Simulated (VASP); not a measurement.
Given:

```yaml
crystal:
  lattice:
    - [4.52432, 0.00000, 0.00000]
    - [0.00000, 4.52432, 0.00000]
    - [0.00000, 0.00000, 6.33934]
  atoms:
    - { symbol: Mg, position: [0.50000, 0.50000, 0.50000] }
    - { symbol: Cd, position: [0.00000, 0.00000, 0.00000] }
    - { symbol: Te, position: [0.00000, 0.50000, 0.25431] }
    - { symbol: Te, position: [0.50000, 0.00000, 0.74569] }
```

The numbers are results of LDA (Ceperley-Alder, Perdew-Zunger), VASP's LDA PAW potentials (set 64) (plane waves; VASP), not measurements. Run with 400 eV cut-off, Gaussian smearing of 0.050 eV, potentials Mg Cd Te.

Unless said otherwise, spin-orbit coupling is left out, though it shifts the bands of the heavy elements here.

Question: Give the energies of bands 8 to 16 at the high-symmetry points, in eV from the valence-band maximum.

Answer: 
| band | Γ | X | M | Z | R | A |
|---|---|---|---|---|---|---|
| 8 | -3.89 | -3.72 | -4.33 | -2.85 | -4.35 | -4.05 |
| 9 | -1.69 | -2.97 | -3.45 | -1.95 | -3.81 | -3.24 |
| 10 | -1.69 | -2.05 | -1.63 | -1.17 | -0.79 | -2.44 |
| 11 | -0.04 | -1.93 | -1.63 | -1.17 | -0.71 | -2.11 |
| 12 | 0.00 | -0.80 | -1.63 | -0.78 | -0.54 | -1.99 |
| 13 | 0.00 | -0.61 | -1.62 | -0.78 | -0.53 | -1.99 |
| 14 | 1.47 | 3.45 | 2.42 | 3.14 | 1.98 | 4.55 |
| 15 | 2.56 | 3.89 | 2.51 | 3.43 | 2.91 | 4.55 |
| 16 | 3.03 | 5.39 | 2.51 | 3.68 | 5.02 | 4.69 |

The gap is direct, 1.47 eV, from the valence maximum at Γ to the conduction minimum at Γ.

The structure comes from a computed database's MgCdTe2 entry (P-4m2); how it stands against other phases isn't given here. It was relaxed first, which changed the volume by -6 %.
